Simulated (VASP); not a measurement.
# Band gap of ZnS (Sphalerite) at several levels of theory

Aim: the gap of ZnS (Sphalerite) on one structure at many levels of theory. The starting structure is a measured crystal structure from the Crystallography Open Database. Cell and atoms stay as given. Meshes and data sets differ where the inputs say so.

Calculated with VASP 6.6.1; Kohn-Sham DFT with plane waves and PAW; LDA, PBE, r2SCAN, TB-mBJ, HSE06, PBE0 and r2SCAN-EpsX.

## (1) The structure

Symmetry: F-43m, No. 216, cubic system. The conventional cell has a = 5.409 Å, b = 5.409 Å, c = 5.409 Å, α = 90.00°, β = 90.00°, γ = 90.00°. Nearest to Zn lie 4 S at 2.34 Å. S has 4 Zn at 2.34 Å nearest. Farther neighbours and most contacts between anions are not listed.

## (2) Bands with LDA

LDA, the lowest rung, knows the local density alone.

Contents of INCAR:

```
SYSTEM = ZnS
PREC = Accurate
ENCUT = 350
EDIFF = 1E-06
NELM = 100
ISMEAR = 0
SIGMA = 0.03
LREAL = .FALSE.
ALGO = Normal
GGA = CA
NBANDS = 21
LORBIT = 11
LWAVE = .FALSE.
LCHARG = .FALSE.
KPAR = 4
```

Contents of POSCAR:

```
ZnS
1.0
    0.0000000000      2.7046500000      2.7046500000
    2.7046500000      0.0000000000      2.7046500000
    2.7046500000      2.7046500000      0.0000000000
Zn S
1 1
Direct
    0.0000000000      0.0000000000      0.0000000000
    0.7500000000      0.7500000000      0.7500000000
```

Contents of KPOINTS:

```
Automatic mesh
0
Gamma
8 8 8
0 0 0
```

Contents of KPOINTS_OPT:

```
Line mode
10
Line-mode
Reciprocal
  0.00000000   0.00000000   0.00000000 GAMMA
  0.50000000   0.00000000   0.50000000 X

  0.50000000   0.00000000   0.50000000 X
  0.50000000   0.25000000   0.75000000 W

  0.50000000   0.25000000   0.75000000 W
  0.37500000   0.37500000   0.75000000 K

  0.37500000   0.37500000   0.75000000 K
  0.00000000   0.00000000   0.00000000 GAMMA

  0.00000000   0.00000000   0.00000000 GAMMA
  0.50000000   0.50000000   0.50000000 L

  0.50000000   0.50000000   0.50000000 L
  0.62500000   0.25000000   0.62500000 U

  0.62500000   0.25000000   0.62500000 U
  0.50000000   0.25000000   0.75000000 W

  0.50000000   0.25000000   0.75000000 W
  0.50000000   0.50000000   0.50000000 L

  0.50000000   0.50000000   0.50000000 L
  0.37500000   0.37500000   0.75000000 K

  0.62500000   0.25000000   0.62500000 U
  0.50000000   0.00000000   0.50000000 X
```

PAW data sets: Zn and S (LDA family, release 64).

On the command line:

```sh
$ mpirun -np 4 vasp_std
```

The log of the run:

```text
[banner, memory and clock lines left out]
running    4 mpi-ranks, on    1 nodes
 distrk:  each k-point on    1 cores,    4 groups
 distr:  one band on    1 cores,    1 groups

 POSCAR found type information on POSCAR ZnS
 POSCAR found :  2 types and       2 ions
 LDA part: xc-table for (Slater(with rela. corr.)+CA(PZ))
 , standard interpolation
 POSCAR, INCAR and KPOINTS ok, starting setup
 FFT: planning ... GRIDC
 FFT: planning ... GRID_SOFT
 FFT: planning ... GRID
 WAVECAR not read
 entering main loop
       N       E                     dE             d eps       ncg     rms          rms(c)
DAV:   1     0.919713275051E+02    0.91971E+02   -0.65729E+03  1231   0.780E+02
DAV:   2    -0.102631626173E+01   -0.92998E+02   -0.84621E+02  1263   0.201E+02
DAV:   3    -0.851001586410E+01   -0.74837E+01   -0.73958E+01  1477   0.567E+01
DAV:   4    -0.859716500606E+01   -0.87149E-01   -0.87096E-01  1386   0.620E+00
DAV:   5    -0.859763569989E+01   -0.47069E-03   -0.47069E-03  1452   0.460E-01    0.680E+00
DAV:   6    -0.821077671101E+01    0.38686E+00   -0.46141E-01  1628   0.226E+01    0.531E+00
DAV:   7    -0.817928457230E+01    0.31492E-01   -0.13265E-01  1460   0.324E+00    0.254E+00
DAV:   8    -0.817268037469E+01    0.66042E-02   -0.43755E-03  1796   0.108E+00    0.487E-01
DAV:   9    -0.817220455641E+01    0.47582E-03   -0.11069E-03  1403   0.204E-01    0.799E-02
DAV:  10    -0.817221608538E+01   -0.11529E-04   -0.90183E-05  1378   0.485E-02    0.479E-02
DAV:  11    -0.817221417335E+01    0.19120E-05   -0.38392E-06  1697   0.276E-02    0.577E-03
DAV:  12    -0.817221419418E+01   -0.20834E-07   -0.78993E-07   848   0.492E-03
   1 F= -.81722142E+01 E0= -.81722142E+01  d E =-.152632E-18
 Start KPOINTS_OPT (optional k-point list driver)
k-point batch [1-29\100]
       N       E                     dE             ncg
DAV:   1     0.856292518774E+03   -0.13361E+05     1234
DAV:   2    -0.174399914983E+04   -0.26003E+04     1271
DAV:   3    -0.194724195677E+04   -0.20324E+03     1470
DAV:   4    -0.194947832551E+04   -0.22364E+01     1403
DAV:   5    -0.194948996417E+04   -0.11639E-01     1463
DAV:   6    -0.194949006393E+04   -0.99750E-04     1466
DAV:   7    -0.194949006494E+04   -0.10125E-05     1308
DAV:   8    -0.194949006501E+04   -0.76479E-07     1030
[...]
k-point batch [88-100\100]
       N       E                     dE             ncg
DAV:   1     0.850468736878E+04   -0.70120E+04      559
DAV:   2     0.733945841367E+04   -0.11652E+04      567
DAV:   3     0.725156417261E+04   -0.87894E+02      680
DAV:   4     0.725064286612E+04   -0.92131E+00      606
DAV:   5     0.725063797333E+04   -0.48928E-02      657
DAV:   6     0.725063792712E+04   -0.46219E-04      611
DAV:   7     0.725063792657E+04   -0.54386E-06      648
```

It took 3.6 s on 4 MPI ranks of Intel Xeon 6975P-C (Granite Rapids), shared host; peak memory 0.51 GiB.

The logs omit lines about the potential files and the build; timing stands in the text.

Parts of OUTCAR (step 2):

```text
ion  position               nearest neighbor table
   1  0.000  0.000  0.000-   2 2.34   2 2.34   2 2.34   2 2.34
   2  0.750  0.750  0.750-   1 2.34   1 2.34   1 2.34   1 2.34

  LATTYP: Found a face centered cubic cell.
 ALAT       =     5.4093000000

 Subroutine GETGRP returns: Found 24 space group operations
 (whereof 24 operations were pure point group operations)

The static configuration has the point symmetry T_d .

 Found     29 irreducible k-points:

   k-points           NKPTS =     29   k-points in BZ     NKDIM =     29   number of bands    NBANDS=     21

   dimension x,y,z NGX =    24 NGY =   24 NGZ =   24
   dimension x,y,z NGXF=    48 NGYF=   48 NGZF=   48

   ENCUT  =  350.0 eV  25.72 Ry    5.07 a.u.   5.83  5.83  5.83*2*pi/ulx,y,z

   NELECT =      18.0000    total number of electrons

 k-points in reciprocal lattice and weights: Automatic mesh
   0.00000000  0.00000000  0.00000000       0.002
   0.12500000  0.00000000  0.00000000       0.016
   0.25000000  0.00000000  0.00000000       0.016
   0.37500000  0.00000000  0.00000000       0.016
   0.50000000  0.00000000  0.00000000       0.008
   0.12500000  0.12500000  0.00000000       0.012
   0.25000000  0.12500000  0.00000000       0.047
   0.37500000  0.12500000  0.00000000       0.047
   0.50000000  0.12500000  0.00000000       0.047
[...]
-0.37500000  0.50000000  0.12500000       0.023
  -0.25000000  0.50000000  0.25000000       0.012

 average (electrostatic) potential at core
       1 -37.4748       2 -89.2291

 E-fermi :   2.0757

 k-point     1 :       0.0000    0.0000    0.0000
  band No.  band energies     occupation
    ...
      5      -4.0923      2.00000
      6      -4.0923      2.00000
      7       1.9005      2.00000
      8       1.9005      2.00000
      9       1.9005      2.00000
     10       3.7723      0.00000
     11       8.1529      0.00000
     12       8.1529      0.00000
     13       8.1529      0.00000
     14      13.3956      0.00000
    ...

 k-point     2 :       0.1250    0.0000    0.0000
  band No.  band energies     occupation
    ...
      5      -4.0938      2.00000
      6      -4.0938      2.00000
      7       0.7382      2.00000
      8       1.7509      2.00000
      9       1.7509      2.00000
     10       4.6283      0.00000
     11       8.0399      0.00000
     12       8.4090      0.00000
     13       8.4090      0.00000
     14      13.0127      0.00000
    ...

 k-point     3 :       0.2500    0.0000    0.0000
  band No.  band energies     occupation
    ...
      5      -4.0907      2.00000
      6      -4.0907      2.00000
      7      -1.0009      2.00000
      8       1.4265      2.00000
      9       1.4265      2.00000
     10       5.1707      0.00000
     11       8.6468      0.00000
     12       8.7820      0.00000
     13       8.7820      0.00000
     14      12.7924      0.00000
    ...

  Total       -1.1781780     -1.1781780     -1.1781780     -0.0000000      0.0000000     -0.0000000
  in kB      -47.7043816    -47.7043816    -47.7043816     -0.0000000      0.0000000     -0.0000000
  external PRESSURE =     -47.7043816 kB  Pullay stress =       0.0000000 kB

  energy-cutoff  :      350.00
  volume of cell :       39.57
      direct lattice vectors                 reciprocal lattice vectors
     0.000000000  2.704650000  2.704650000    -0.184866803  0.184866803  0.184866803
     2.704650000  0.000000000  2.704650000     0.184866803 -0.184866803  0.184866803
     2.704650000  2.704650000  0.000000000     0.184866803  0.184866803 -0.184866803

 POSITION                                       TOTAL-FORCE (eV/Angst)
 -----------------------------------------------------------------------------------
      0.00000      0.00000      0.00000        -0.000000      0.000000     -0.000000
      4.05697      4.05697      4.05697         0.000000     -0.000000      0.000000
 -----------------------------------------------------------------------------------
    total drift:                               -0.000001     -0.000001     -0.000000

  FREE ENERGIE OF THE ION-ELECTRON SYSTEM (eV)
  ---------------------------------------------------
  free  energy   TOTEN  =        -8.1722141942 eV

  energy  without entropy=       -8.1722141942  energy(sigma->0) =       -8.17221419

 total charge
# of ion       s       p       d       tot
------------------------------------------
    1        0.533   0.485   9.792  10.810
    2        1.315   2.408   0.000   3.723
--------------------------------------------------
tot          1.848   2.893   9.792  14.533

[... 3 further parts left out ...]
```

At this level the cell is under a tension of 4.8 GPa, so at these settings it is away from equilibrium.

LDA gives a direct gap of 1.872 eV.

## (3) Bands with PBE

PBE, the usual starting point, adds the gradient of the density.

Changes to INCAR since step 2:

```diff
@@ -9,3 +9,3 @@
 ALGO = Normal
-GGA = CA
+GGA = PE
 NBANDS = 21
```

POSCAR is that of step 2.

KPOINTS is that of step 2.

KPOINTS_OPT is that of step 2.

Potentials, in the order of the species: Zn and S (PBE family, release 64).

On the command line:

```sh
$ mpirun -np 4 vasp_std
```

The log of the run:

```text
[banner, memory and clock lines left out]
running    4 mpi-ranks, on    1 nodes
[...]
LDA part: xc-table for (Slater+PW92), standard interpolation
 POSCAR, INCAR and KPOINTS ok, starting setup
[...]
entering main loop
       N       E                     dE             d eps       ncg     rms          rms(c)
DAV:   1     0.935370285956E+02    0.93537E+02   -0.65822E+03  1231   0.780E+02
DAV:   2     0.250884449405E+00   -0.93286E+02   -0.84872E+02  1271   0.201E+02
DAV:   3    -0.718750890870E+01   -0.74384E+01   -0.73526E+01  1487   0.564E+01
DAV:   4    -0.727268875929E+01   -0.85180E-01   -0.85130E-01  1371   0.614E+00
[...]
DAV:  10    -0.684543738499E+01   -0.16915E-03   -0.24699E-04  1353   0.903E-02    0.447E-02
DAV:  11    -0.684542843146E+01    0.89535E-05   -0.20623E-05  1431   0.313E-02    0.151E-02
DAV:  12    -0.684542870651E+01   -0.27505E-06   -0.38211E-06  1368   0.101E-02
   1 F= -.68454287E+01 E0= -.68454287E+01  d E =-.112791E-21
 Start KPOINTS_OPT (optional k-point list driver)
k-point batch [1-29\100]
       N       E                     dE             ncg
DAV:   1     0.101362598967E+04   -0.13204E+05     1234
DAV:   2    -0.159537628888E+04   -0.26090E+04     1266
DAV:   3    -0.179863464624E+04   -0.20326E+03     1457
DAV:   4    -0.180085949467E+04   -0.22248E+01     1403
DAV:   5    -0.180087086503E+04   -0.11370E-01     1478
DAV:   6    -0.180087096143E+04   -0.96400E-04     1443
DAV:   7    -0.180087096237E+04   -0.94293E-06     1286
[...]
k-point batch [88-100\100]
       N       E                     dE             ncg
DAV:   1     0.857427578496E+04   -0.69424E+04      559
DAV:   2     0.740620860871E+04   -0.11681E+04      567
DAV:   3     0.731844178590E+04   -0.87767E+02      677
DAV:   4     0.731752614757E+04   -0.91564E+00      606
DAV:   5     0.731752137216E+04   -0.47754E-02      678
DAV:   6     0.731752132787E+04   -0.44293E-04      626
DAV:   7     0.731752132734E+04   -0.52969E-06      649
```

The job ended after 3.6 s (4 MPI ranks; peak memory 0.56 GiB; 12 s of CPU time).

OUTCAR, selected parts (step 3):

```text
  Total        0.3410074      0.3410074      0.3410074      0.0000000     -0.0000000     -0.0000000
  in kB       13.8073773     13.8073773     13.8073773      0.0000000     -0.0000000     -0.0000000
  external PRESSURE =      13.8073773 kB  Pullay stress =       0.0000000 kB

 POSITION                                       TOTAL-FORCE (eV/Angst)
 -----------------------------------------------------------------------------------
      0.00000      0.00000      0.00000         0.000000      0.000000      0.000000
      4.05697      4.05697      4.05697        -0.000000     -0.000000     -0.000000
 -----------------------------------------------------------------------------------
    total drift:                                0.000001      0.000001      0.000002

  FREE ENERGIE OF THE ION-ELECTRON SYSTEM (eV)
  ---------------------------------------------------
  free  energy   TOTEN  =        -6.8454287065 eV

  energy  without entropy=       -6.8454287065  energy(sigma->0) =       -6.84542871

[... 2 parts as in an earlier step ...]

[... 1 further part left out ...]
[key lines of the parts left out:]
E-fermi :   2.2759
```

PBE gives a direct gap of 2.096 eV. The least gap is +0.224 eV from that of LDA.

## (4) Bands with r2SCAN

r2SCAN adds the kinetic-energy density, costs more than a GGA and is run with LASPH.

Changes to INCAR since step 3:

```diff
@@ -9,3 +9,4 @@
 ALGO = Normal
-GGA = PE
+METAGGA = R2SCAN
+LASPH = .TRUE.
 NBANDS = 21
```

POSCAR is that of step 3.

KPOINTS is that of step 3.

KPOINTS_OPT is that of step 3.

On the command line:

```sh
$ mpirun -np 4 vasp_std
```

The log of the run:

```text
[banner, memory and clock lines left out]
running    4 mpi-ranks, on    1 nodes
[...]
|                                                                             |
|               ----> ADVICE to this user running VASP <----                  |
|                                                                             |
|     You enforced a specific xc type in the INCAR file but a different       |
|     [... a line on the potential file left out ...]
|     I HOPE YOU KNOW WHAT YOU ARE DOING!                                     |
|                                                                             |

 LDA part: xc-table for (None), standard interpolation
 POSCAR, INCAR and KPOINTS ok, starting setup
[...]
entering main loop
       N       E                     dE             d eps       ncg     rms          rms(c)
DAV:   1     0.805463724299E+02    0.80546E+02   -0.66896E+03  1231   0.795E+02
DAV:   2    -0.141787800120E+02   -0.94725E+02   -0.86321E+02  1263   0.206E+02
[...]
DAV:  14    -0.188540478440E+02   -0.20535E-05   -0.41720E-07   739   0.168E-02    0.347E-03
DAV:  15    -0.188540489759E+02   -0.11318E-05   -0.11183E-07   674   0.496E-03    0.269E-03
DAV:  16    -0.188540488595E+02    0.11641E-06   -0.40957E-08   669   0.357E-03
   1 F= -.18854049E+02 E0= -.18854049E+02  d E =-.288947E-15
 Start KPOINTS_OPT (optional k-point list driver)
k-point batch [1-29\100]
       N       E                     dE             ncg
DAV:   1     0.881345189033E+03   -0.13336E+05     1234
DAV:   2    -0.180569559599E+04   -0.26870E+04     1266
DAV:   3    -0.201679170823E+04   -0.21110E+03     1447
DAV:   4    -0.201905874817E+04   -0.22670E+01     1408
DAV:   5    -0.201906948655E+04   -0.10738E-01     1437
DAV:   6    -0.201906957339E+04   -0.86839E-04     1451
DAV:   7    -0.201906957426E+04   -0.87173E-06     1289
[...]
k-point batch [88-100\100]
       N       E                     dE             ncg
DAV:   1     0.851431450905E+04   -0.70024E+04      559
DAV:   2     0.731189504555E+04   -0.12024E+04      559
DAV:   3     0.722007650559E+04   -0.91819E+02      669
DAV:   4     0.721913200463E+04   -0.94450E+00      601
DAV:   5     0.721912743022E+04   -0.45744E-02      670
DAV:   6     0.721912738947E+04   -0.40754E-04      606
DAV:   7     0.721912738899E+04   -0.47988E-06      648
```

Elapsed: 13 s, on 4 MPI ranks; peak memory 0.57 GiB.

OUTCAR, selected parts (step 4):

```text
  Total       -0.2859491     -0.2859491     -0.2859491      0.0000000      0.0000000     -0.0000000
  in kB      -11.5780681    -11.5780681    -11.5780681      0.0000000      0.0000000     -0.0000000
  external PRESSURE =     -11.5780681 kB  Pullay stress =       0.0000000 kB

 POSITION                                       TOTAL-FORCE (eV/Angst)
 -----------------------------------------------------------------------------------
      0.00000      0.00000      0.00000         0.000000      0.000000      0.000000
      4.05697      4.05697      4.05697        -0.000000     -0.000000     -0.000000
 -----------------------------------------------------------------------------------
    total drift:                               -0.000009     -0.000009     -0.000009

  FREE ENERGIE OF THE ION-ELECTRON SYSTEM (eV)
  ---------------------------------------------------
  free  energy   TOTEN  =       -18.8540488595 eV

  energy  without entropy=      -18.8540488595  energy(sigma->0) =      -18.85404886

[... 2 parts as in an earlier step ...]

[... 1 further part left out ...]
[key lines of the parts left out:]
E-fermi :   1.9613
```

r2SCAN gives a direct gap of 2.656 eV. The least gap is +0.784 eV from that of LDA.

## (5) Bands with TB-mBJ

TB-mBJ is a local potential fitted to gaps: it costs far less than a hybrid but gives no energy. Its energies, forces and stress mean nothing.

Changes to INCAR since step 4:

```diff
@@ -4,3 +4,3 @@
 EDIFF = 1E-06
-NELM = 100
+NELM = 150
 ISMEAR = 0
@@ -9,3 +9,3 @@
 ALGO = Normal
-METAGGA = R2SCAN
+METAGGA = MBJ
 LASPH = .TRUE.
```

POSCAR is that of step 4.

KPOINTS is that of step 4.

KPOINTS_OPT is that of step 4.

On the command line:

```sh
$ mpirun -np 4 vasp_std
```

The log of the run:

```text
[banner, memory and clock lines left out]
running    4 mpi-ranks, on    1 nodes
[...]
[... a notice as in an earlier step ...]

 LDA part: xc-table for (None), standard interpolation
 POSCAR, INCAR and KPOINTS ok, starting setup
[...]
entering main loop
       N       E                     dE             d eps       ncg     rms          rms(c)
DAV:   1     0.225245266989E+03    0.22525E+03   -0.63840E+03  1239   0.756E+02
DAV:   2     0.135822884712E+03   -0.89422E+02   -0.81259E+02  1271   0.192E+02
DAV:   3     0.128682525261E+03   -0.71404E+01   -0.70563E+01  1449   0.548E+01
DAV:   4     0.128598726943E+03   -0.83798E-01   -0.83738E-01  1368   0.592E+00
[...]
DAV:  47     0.131346445984E+03    0.13273E-05   -0.86910E-13   679   0.120E-05    0.117E-05
DAV:  48     0.131346444462E+03   -0.15214E-05    0.19000E-12   674   0.620E-06    0.382E-06
DAV:  49     0.131346444175E+03   -0.28714E-06   -0.13552E-12   669   0.525E-06
   1 F= 0.13134644E+03 E0= 0.13134644E+03  d E =-.561867E-13
 Start KPOINTS_OPT (optional k-point list driver)
k-point batch [1-29\100]
       N       E                     dE             ncg
DAV:   1     0.137642439168E+04   -0.12841E+05     1239
DAV:   2    -0.126918897714E+04   -0.26456E+04     1271
DAV:   3    -0.146947846488E+04   -0.20029E+03     1427
DAV:   4    -0.147144519273E+04   -0.19667E+01     1428
DAV:   5    -0.147145294347E+04   -0.77507E-02     1383
DAV:   6    -0.147145299798E+04   -0.54515E-04     1455
DAV:   7    -0.147145299843E+04   -0.45099E-06     1192
[...]
k-point batch [88-100\100]
       N       E                     dE             ncg
DAV:   1     0.871255862229E+04   -0.68041E+04      567
DAV:   2     0.755281249715E+04   -0.11597E+04      572
DAV:   3     0.746830195871E+04   -0.84511E+02      677
DAV:   4     0.746752836099E+04   -0.77360E+00      606
DAV:   5     0.746752533186E+04   -0.30291E-02      655
DAV:   6     0.746752530900E+04   -0.22856E-04      616
DAV:   7     0.746752530880E+04   -0.20221E-06      562
```

The job ended after 15 s (4 MPI ranks; peak memory 0.57 GiB).

From OUTCAR (step 5):

```text
  Total      -92.3410231    -92.3410231    -92.3410231      0.0000000      0.0000000      0.0000000
  in kB    -3738.8845173  -3738.8845173  -3738.8845173      0.0000000      0.0000000      0.0000000
  external PRESSURE =   -3738.8845173 kB  Pullay stress =       0.0000000 kB

 POSITION                                       TOTAL-FORCE (eV/Angst)
 -----------------------------------------------------------------------------------
      0.00000      0.00000      0.00000         0.000000      0.000000      0.000000
      4.05697      4.05697      4.05697        -0.000000     -0.000000     -0.000000
 -----------------------------------------------------------------------------------
    total drift:                               -0.000366     -0.000366     -0.000366

  FREE ENERGIE OF THE ION-ELECTRON SYSTEM (eV)
  ---------------------------------------------------
  free  energy   TOTEN  =       131.3464441751 eV

  energy  without entropy=      131.3464441751  energy(sigma->0) =      131.34644418

[... 2 parts as in an earlier step ...]

[... 1 further part left out ...]
[key lines of the parts left out:]
E-fermi :   2.4498
```

TB-mBJ gives a direct gap of 3.685 eV. The least gap is +1.813 eV from that of LDA.

[end of part 1 of 2]

[Lines on the potential files, build, host, timing and source positions are cut from VASP's logs without a mark.]

[Logs are printed without paths, hosts, clocks, repeated set-up lines and the standing remarks that a program may print on its own settings, such as how far it seeks lower states.]

[Hosts, paths, dates, database ids (printed as entryN), source tags and the programs' standing remarks are cut or masked in the printed files.]
